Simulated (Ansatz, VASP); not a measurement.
## NaTaS3: VASP beside Ansatz

Wanted: the spread between two codes on one cell, functional and k mesh. The cell is generated by rule, not measured, and may not be a known phase. The cell is taken from a series of runs on this material, whose earlier steps may have relaxed, scaled, displaced or heated it; both programs get it as it stands.

Method: plane waves, with VASP 6.6.1 beside it; relaxation of cell and atoms at PBE, in Ansatz 0.2.0.

The structure was built from a prototype and need not be the compound's stable phase.

### 1. Starting point

Symmetry: I4/mmm, No. 139, tetragonal system. The conventional cell has a = 6.837 Å, b = 6.837 Å, c = 9.668 Å, α = 90.00°, β = 90.00°, γ = 90.00°. Nearest to Na lie 12 S at 3.42 Å. Ta has 6 S at 2.39 to 2.46 Å nearest. Nearest to Ta lie 6 S at 2.38 to 2.44 Å. S has 2 Ta at 2.39 to 2.44 Å and 4 Na at 3.42 Å nearest. Nearest to S lie 2 Ta at 2.38 to 2.46 Å and 4 Na at 3.42 Å. Farther neighbours and most contacts between anions are not listed. That group holds within 0.01 Å; judged at 0.001 Å it is Fmmm (No. 69).

As a file:

```xyz
10
Lattice="4.8342 4.8342 0.0000 4.8342 0.0000 4.8342 4.8342 0.0000 -4.8342" Properties=species:S:1:pos:R:3 pbc="T T T"
Na    0.0000    0.0000    0.0000
Na    4.8342    0.0000    0.0000
Ta    7.2513    2.4171   -2.4171
Ta    7.2513    2.4171    2.4171
S     7.2513    2.4171   -4.8116
S     7.2513    2.4171   -0.0226
S     7.2513    4.7942    2.4171
S     7.2513    0.0400    2.4171
S     4.8516    2.4171   -2.4171
S     9.6509    2.4171   -2.4171
```

### 2. VASP: relaxation of cell and atoms, PBE

The relaxed volume is the usual yardstick between codes: in a stiff, nearly cubic crystal its relative difference is about their pressure difference at one cell divided by the bulk modulus.

Lines of VASP's logs that name or quote its potential files are left out, and so is its time.

File INCAR:

```
SYSTEM = NaTaS3
PREC = Accurate
ENCUT = 500
EDIFF = 1E-07
NELM = 120
ISMEAR = 1
SIGMA = 0.2
LREAL = .FALSE.
ALGO = Normal
GGA = PE
NBANDS = 46
LASPH = .TRUE.
LORBIT = 11
LWAVE = .FALSE.
LCHARG = .FALSE.
ISIF = 3
IBRION = 2
NSW = 80
EDIFFG = -0.005
GGA_COMPAT = .FALSE.
NELMIN = 4
EFERMI = MIDGAP
KPAR = 2
```

File POSCAR:

```
NaTaS3
1.0
    4.8341710000      4.8341710000      0.0000000000
    4.8341710000      0.0000000000      4.8341710000
    4.8341710000      0.0000000000     -4.8341710000
Na Ta S
2 2 6
Direct
    0.0000000000      0.0000000000      0.0000000000
    0.0000000000      0.5000000000      0.5000000000
    0.5000000000      0.2500000000      0.7500000000
    0.5000000000      0.7500000000      0.2500000000
    0.5000000000      0.0023345264      0.9976654736
    0.5000000000      0.4976654736      0.5023345264
    0.9917255720      0.5041372140      0.0041372140
    0.0082744280      0.9958627860      0.4958627860
    0.5000000000      0.0018026359      0.5018026358
    0.5000000000      0.4981973641      0.9981973642
```

File KPOINTS:

```
Automatic mesh
0
Gamma
8 8 8
0 0 0
```

Potentials, in the order of the species: Na_pv, Ta_pv and S (PBE family, release 64).

Run with:

```
$ mpirun -np 2 vasp_std
```

Numbers of over 12 decimals in the logs are rounded to 6 here.

What it wrote:

```text
[banner, memory and clock lines left out]
running    2 mpi-ranks, on    1 nodes
 distrk:  each k-point on    1 cores,    2 groups
 distr:  one band on    1 cores,    1 groups

 POSCAR found type information on POSCAR NaTaS
 POSCAR found :  3 types and      10 ions
 LDA part: xc-table for (Slater+PW92), standard interpolation
 POSCAR, INCAR and KPOINTS ok, starting setup
 FFT: planning ... GRIDC
 FFT: planning ... GRID_SOFT
 FFT: planning ... GRID
 WAVECAR not read
 entering main loop
       N       E                     dE             d eps       ncg     rms          rms(c)
DAV:   1     0.643296788681E+03    0.64330E+03   -0.34089E+04  9420   0.146E+03
DAV:   2     0.127201568857E+01   -0.64202E+03   -0.61982E+03  9890   0.377E+02
DAV:   3    -0.629738958558E+02   -0.64246E+02   -0.62549E+02 10600   0.120E+02
DAV:   4    -0.657568827650E+02   -0.27830E+01   -0.27504E+01 10736   0.256E+01
DAV:   5    -0.658512367122E+02   -0.94354E-01   -0.97323E-01 11894   0.496E+00    0.269E+01
DAV:   6    -0.598193459931E+02    0.60319E+01   -0.22619E+01  9984   0.181E+01    0.135E+01
DAV:   7    -0.595611819862E+02    0.25816E+00   -0.21196E+00 10008   0.602E+00    0.854E+00
DAV:   8    -0.594679045434E+02    0.93277E-01   -0.67267E-01 10806   0.369E+00    0.112E+00
DAV:   9    -0.594374553857E+02    0.30449E-01   -0.13011E-01 10118   0.157E+00    0.375E-01
DAV:  10    -0.594372387098E+02    0.21668E-03   -0.85790E-03 10316   0.431E-01    0.221E-01
DAV:  11    -0.594376766281E+02   -0.43792E-03   -0.28371E-03 10496   0.237E-01    0.137E-01
DAV:  12    -0.594373379511E+02    0.33868E-03   -0.19052E-03 10360   0.172E-01    0.680E-02
DAV:  13    -0.594373417785E+02   -0.38274E-05   -0.13660E-04 10350   0.608E-02    0.451E-02
DAV:  14    -0.594373376968E+02    0.40817E-05   -0.23575E-04 10280   0.595E-02    0.223E-02
DAV:  15    -0.594373234848E+02    0.14212E-04   -0.44156E-05  9734   0.274E-02    0.318E-03
DAV:  16    -0.594373236508E+02   -0.16599E-06   -0.29330E-06 10776   0.645E-03    0.142E-03
DAV:  17    -0.594373236452E+02    0.56216E-08   -0.97476E-08  6816   0.173E-03
   1 F= -.59437324E+02 E0= -.59438619E+02  d E =-.594373E+02
[...]
2 F= -.59437535E+02 E0= -.59439104E+02  d E =-.211139E-03
[...]
3 F= -.59437692E+02 E0= -.59439672E+02  d E =-.368430E-03
[...]
4 F= -.59437822E+02 E0= -.59440130E+02  d E =-.129964E-03
[...]
5 F= -.59437826E+02 E0= -.59440188E+02  d E =-.133902E-03
[...]
6 F= -.59437834E+02 E0= -.59440292E+02  d E =-.765300E-05
 trial-energy change:   -0.000008  1 .order   -0.000009   -0.000039    0.000021
 step:   0.8463(harm=  0.8776)  dis= 0.00061  next Energy=   -59.437838 (dE=-0.118E-04)
 bond charge predicted
       N       E                     dE             d eps       ncg     rms          rms(c)
DAV:   1    -0.594378438438E+02   -0.10128E-04   -0.74420E-04  9088   0.135E-01    0.290E-02
DAV:   2    -0.594378393091E+02    0.45348E-05   -0.42047E-05 10066   0.387E-02    0.135E-02
DAV:   3    -0.594378374531E+02    0.18560E-05   -0.46577E-06  9970   0.143E-02    0.710E-03
DAV:   4    -0.594378371806E+02    0.27244E-06   -0.18590E-06 10272   0.796E-03    0.355E-03
DAV:   5    -0.594378374140E+02   -0.23337E-06   -0.24680E-07  8584   0.306E-03    0.228E-03
DAV:   6    -0.594378376183E+02   -0.20427E-06   -0.29992E-08  5342   0.969E-04    0.114E-03
DAV:   7    -0.594378377953E+02   -0.17707E-06   -0.12703E-08  5228   0.710E-04    0.249E-04
DAV:   8    -0.594378378244E+02   -0.29033E-07   -0.32319E-09  5054   0.417E-04
   7 F= -.59437838E+02 E0= -.59440260E+02  d E =-.118470E-04
 curvature:  -0.62 expect dE=-0.103E-05 dE for cont linesearch -0.811E-08
 trial: gam= 0.04658 g(F)=  0.683E-06 g(S)=  0.973E-06 ort = 0.725E-06 (trialstep = 0.126E+01)
 search vector abs. value=  0.181E-05
 reached required accuracy - stopping structural energy minimisation
```

OUTCAR, selected parts (step 2):

```text
ion  position               nearest neighbor table
   1  0.000  0.000  0.000-
   2  0.000  0.500  0.500-
   3  0.500  0.250  0.750-   5 2.39   6 2.39   9 2.40  10 2.40   8 2.46   7 2.46
   4  0.500  0.750  0.250-   7 2.38   8 2.38   9 2.43  10 2.43   5 2.44   6 2.44
   5  0.500  0.002  0.998-   3 2.39   4 2.44
   6  0.500  0.498  0.502-   3 2.39   4 2.44
   7  0.992  0.504  0.004-   4 2.38   3 2.46
   8  0.008  0.996  0.496-   4 2.38   3 2.46
   9  0.500  0.002  0.502-   3 2.40   4 2.43
  10  0.500  0.498  0.998-   3 2.40   4 2.43

  LATTYP: Found a face centered cubic cell.
 ALAT       =     9.6683420000

 Subroutine GETGRP returns: Found  8 space group operations
 (whereof  4 operations were pure point group operations)

The static configuration has the point symmetry D_2 .
 The point group associated with its full space group is D_2h.

 Found     95 irreducible k-points:

   k-points           NKPTS =     95   k-points in BZ     NKDIM =     95   number of bands    NBANDS=     46

   dimension x,y,z NGX =    50 NGY =   50 NGZ =   50
   dimension x,y,z NGXF=   100 NGYF=  100 NGZF=  100

   ENCUT  =  500.0 eV  36.75 Ry    6.06 a.u.  12.46 12.46 12.46*2*pi/ulx,y,z

   NELECT =      72.0000    total number of electrons

 k-points in reciprocal lattice and weights: Automatic mesh
   0.00000000  0.00000000  0.00000000       0.002
   0.12500000  0.00000000  0.00000000       0.004
   0.12500000  0.12500000  0.12500000       0.004
   0.00000000 -0.12500000  0.12500000       0.004
   0.25000000  0.00000000  0.00000000       0.004
   0.25000000  0.25000000  0.25000000       0.004
   0.00000000 -0.25000000  0.25000000       0.004
   0.37500000  0.00000000  0.00000000       0.004
   0.37500000  0.37500000  0.37500000       0.004
[...]
0.50000000  0.25000000 -0.25000000       0.004
   0.25000000  0.50000000  0.50000000       0.004

 average (electrostatic) potential at core
       1 -46.8140       2 -46.8140       3 -40.9345       4 -40.9352       5 -87.9845
       6 -87.9845       7 -87.9832       8 -87.9832       9 -87.9845      10 -87.9845

 E-fermi :   3.0346

 k-point     1 :       0.0000    0.0000    0.0000
  band No.  band energies     occupation
    ...
     32       2.3889      2.00005
     33       2.3889      2.00005
     34       2.4831      2.00068
     35       2.4931      2.00087
     36       2.5455      2.00294
     37       3.1516      0.17369
     38       3.2009      0.00460
     39       3.2101     -0.01465
     40       5.0047     -0.00000
     41       5.0200     -0.00000
    ...

 k-point     2 :       0.1250    0.0000    0.0000
  band No.  band energies     occupation
    ...
     32       2.2106      2.00000
     33       2.2107      2.00000
     34       2.5534      2.00349
     35       2.8802      1.96514
     36       2.8887      1.93943
     37       3.1478      0.19176
     38       3.3525     -0.04709
     39       3.3619     -0.04276
     40       5.0266     -0.00000
     41       5.5018     -0.00000
    ...

 k-point     3 :       0.1250    0.1250    0.1250
  band No.  band energies     occupation
    ...
     32       2.2103      2.00000
     33       2.2109      2.00000
     34       2.4902      2.00081
     35       2.8975      1.90931
     36       2.9469      1.66905
     37       3.2072     -0.00894
     38       3.2944     -0.06938
     39       3.3486     -0.04891
     40       5.0140     -0.00000
     41       5.5069     -0.00000
    ...

  Total       -0.0113747      0.0044726     -0.0072308      0.0000000      0.0000000      0.0000000
  in kB       -0.0806080      0.0316951     -0.0512416      0.0000000      0.0000000      0.0000000
  external PRESSURE =      -0.0333848 kB  Pullay stress =       0.0000000 kB

  energy-cutoff  :      500.00
  volume of cell :      226.09
      direct lattice vectors                 reciprocal lattice vectors
     4.833106580  4.838497863  0.000000000     0.000000000  0.206675714  0.000000000
     4.833106580  0.000000000  4.834004294     0.103453129 -0.103337857  0.103433917
     4.833106580  0.000000000 -4.834004294     0.103453129 -0.103337857 -0.103433917

 POSITION                                       TOTAL-FORCE (eV/Angst)
 -----------------------------------------------------------------------------------
      0.00000      0.00000      0.00000         0.000000      0.000000      0.000000
      4.83311      0.00000      0.00000        -0.000000      0.000000      0.000000
      7.24966      2.41925     -2.41700        -0.000000      0.000000      0.000000
      7.24966      2.41925      2.41700         0.000000      0.000000      0.000000
      7.24966      2.41925     -4.80690         0.000000      0.000000      0.002514
      7.24966      2.41925     -0.02711         0.000000      0.000000     -0.002514
      7.24966      4.79071      2.41700        -0.000000     -0.000495      0.000000
      7.24966      0.04779      2.41700         0.000000      0.000495      0.000000
      4.85356      2.41925     -2.41700        -0.000715      0.000000      0.000000
      9.64576      2.41925     -2.41700         0.000715      0.000000      0.000000
 -----------------------------------------------------------------------------------
    total drift:                                0.000000      0.000000     -0.000000

  FREE ENERGIE OF THE ION-ELECTRON SYSTEM (eV)
  ---------------------------------------------------
  free  energy   TOTEN  =       -59.4378378244 eV

  energy  without entropy=      -59.4451042480  energy(sigma->0) =      -59.44025997

 reached required accuracy - stopping structural energy minimisation

 total charge
# of ion       s       p       d       tot
------------------------------------------
    1        0.020   5.957   0.000   5.978
    2        0.020   5.957   0.000   5.978
    3        0.307   6.216   2.187   8.710
    4        0.307   6.216   2.187   8.710
    5        1.334   2.429   0.000   3.763
    6        1.334   2.429   0.000   3.763
    7        1.334   2.430   0.000   3.763
    8        1.334   2.430   0.000   3.763
    9        1.334   2.429   0.000   3.763
   10        1.334   2.429   0.000   3.763
--------------------------------------------------
tot          8.657  38.922   4.374  51.954

[... 3 further parts left out ...]
```

CONTCAR:

```
NaTaS3
   1.00000000000000
     4.8331065795129327    4.8384978629202751    0.0000000000000000
     4.8331065795129327    0.0000000000000000    4.8340042935208967
     4.8331065795129327    0.0000000000000000   -4.8340042935208967
  Na              Ta              S
     2     2     6
Direct
     0.0000000000000000    0.0000000000000000    0.0000000000000000
     0.0000000000000000    0.5000000000000000    0.5000000000000000
     0.5000000000000000    0.2500000000000000    0.7500000000000000
     0.5000000000000000    0.7500000000000000    0.2500000000000000
     0.5000000000000000    0.0028039951908453    0.9971960048091548
     0.5000000000000000    0.4971960048091548    0.5028039951908452
     0.9901235117555659    0.5049382441222136    0.0049382441222135
     0.0098764882444341    0.9950617558777864    0.4950617558777865
     0.5000000000000000    0.0021159004783255    0.5021159003783237
     0.5000000000000000    0.4978840995216745    0.9978840996216763
```

The gap is under twice the smearing width, so the edge states are partly filled and the run can't tell a small gap from a semimetal. Methfessel-Paxton smearing is not meant for a cell with a gap.

[end of part 1 of 2]

[Lines on the potential files, build, host, timing and source positions are cut from VASP's logs without a mark.]

[Logs are printed without paths, hosts, clocks, repeated set-up lines and the standing remarks that a program may print on its own settings, such as how far it seeks lower states.]

[Hosts, paths, dates, database ids (printed as entryN), source tags and the programs' standing remarks are cut or masked in the printed files.]
